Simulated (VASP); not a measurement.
A cell of NiSi₂ (fluorite) near equilibrium:

```yaml
crystal:
  lattice:
    - [0.00000, 2.69851, 2.69851]
    - [2.69851, 0.00000, 2.69851]
    - [2.69851, 2.69851, 0.00000]
  atoms:
    - { symbol: Si, position: [0.25000, 0.25000, 0.25000] }
    - { symbol: Si, position: [0.75000, 0.75000, 0.75000] }
    - { symbol: Ni, position: [0.00000, 0.00000, 0.00000] }
```

Method: PBEsol GGA, VASP's PBE PAW potentials (set 64) (plane waves; VASP).

```tsv
run	ΔE (meV/atom)	σxx	σyy	σzz	largest shear component, with its sign (GPa)	largest force (eV/Å)
as it is	0.0	-0.48	-0.48	-0.48	0.00	0.000
after one change	9.5	0.02	-0.31	0.02	0.00	0.759
```
Stress is in GPa, positive when the cell is compressed.

What was changed between the two runs?
(A) atom 3 (Ni) moved by 0.075 Å along y
(B) isotropic strain of -1.5 %
(C) atom 2 (Si) moved by -0.025 Å along z
(D) atom 2 (Si) moved by 0.150 Å along x

A, atom 3 (Ni) moved by 0.075 Å along y

The compound is NiSi2 in the fluorite structure. The run is not spin-polarised, so no magnetic state was tried.
